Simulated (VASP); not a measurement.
Given:

```
CELL_PARAMETERS angstrom
      0.00000     2.10658     6.02177
      1.43729     0.00000     6.02177
      1.43729     2.10658     0.00000
ATOMIC_POSITIONS crystal
  Al 0.00000 0.00000 0.00000
  Cr 0.32606 0.32606 0.67394
  Cr 0.67394 0.67394 0.32606
```

Method: PBEsol GGA, VASP's PBE PAW potentials (set 64) (plane waves; VASP). Run with 400 eV cut-off, Gaussian smearing of 0.050 eV, potentials Al Cr_pv.

Q: Give the energies of bands 7 to 16 at the high-symmetry points, in eV from the Fermi level.

A: 
```json
[
 {"band": "7", "Γ": "-10.41", "Y": "-4.42", "T": "-3.89", "Z": "-10.09", "Σ0": "-3.41", "C0": "-3.32", "L": "-4.90"},
 {"band": "8", "Γ": "-5.43", "Y": "-4.25", "T": "-3.85", "Z": "-7.22", "Σ0": "-3.26", "C0": "-3.05", "L": "-4.70"},
 {"band": "9", "Γ": "-5.08", "Y": "-3.76", "T": "-3.80", "Z": "-3.98", "Σ0": "-3.06", "C0": "-2.92", "L": "-3.36"},
 {"band": "10", "Γ": "-2.52", "Y": "-1.96", "T": "-3.51", "Z": "-1.92", "Σ0": "-2.90", "C0": "-2.89", "L": "-3.03"},
 {"band": "11", "Γ": "-1.91", "Y": "-1.74", "T": "-1.95", "Z": "-1.62", "Σ0": "-2.65", "C0": "-2.43", "L": "-2.38"},
 {"band": "12", "Γ": "-0.73", "Y": "-1.36", "T": "-1.83", "Z": "-0.71", "Σ0": "-1.56", "C0": "-2.14", "L": "-1.60"},
 {"band": "13", "Γ": "-0.57", "Y": "-0.92", "T": "0.74", "Z": "-0.58", "Σ0": "-0.67", "C0": "-1.36", "L": "-0.61"},
 {"band": "14", "Γ": "-0.33", "Y": "0.62", "T": "0.97", "Z": "0.12", "Σ0": "-0.49", "C0": "-0.11", "L": "0.85"},
 {"band": "15", "Γ": "0.88", "Y": "0.94", "T": "1.24", "Z": "0.86", "Σ0": "1.29", "C0": "0.92", "L": "0.96"},
 {"band": "16", "Γ": "0.91", "Y": "2.21", "T": "2.05", "Z": "0.95", "Σ0": "1.32", "C0": "1.50", "L": "1.06"}
]
```

It has no gap at this level: it comes out as a metal or semimetal.

The structure comes from a computed database's AlCr2 entry (Fmmm); how it stands against other phases isn't given here. It was relaxed first. The run is not spin-polarised, so no magnetic state was tried. The electron count is odd and the run is not spin-polarised, which forces a metal.
